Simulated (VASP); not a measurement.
```
InP
1.0
    0.00000     2.97797     2.97797
    2.97797     0.00000     2.97797
    2.97797     2.97797     0.00000
In P
1 1
Cartesian
  0.00000   0.00000   0.00000
  1.48899   1.48899   1.48899
```

Computed with PBE GGA, VASP's PBE PAW potentials (set 64) (plane waves; VASP 6.6.1). Run with 400 eV cut-off, 9×9×9 Γ-centred mesh, tetrahedra with Blöchl corrections, potentials In_d P.

Unless said otherwise, spin-orbit coupling is left out, though it shifts the bands of the heavy elements here.

Problem. Estimate the energy per atom (σ→0), band gap (on the k-mesh) with the smallest direct gap where there is one.

Solution. 
The band gap (on the k-mesh) comes out as 0.45 eV. The smallest direct gap (on the k-mesh) is 0.45 eV and the energy per atom (σ→0) comes out as -4.204 eV/atom.

Total energies compare only between runs with the same potentials, cut-off and functional.

The compound is InP in the zinc blende structure. It was relaxed first.
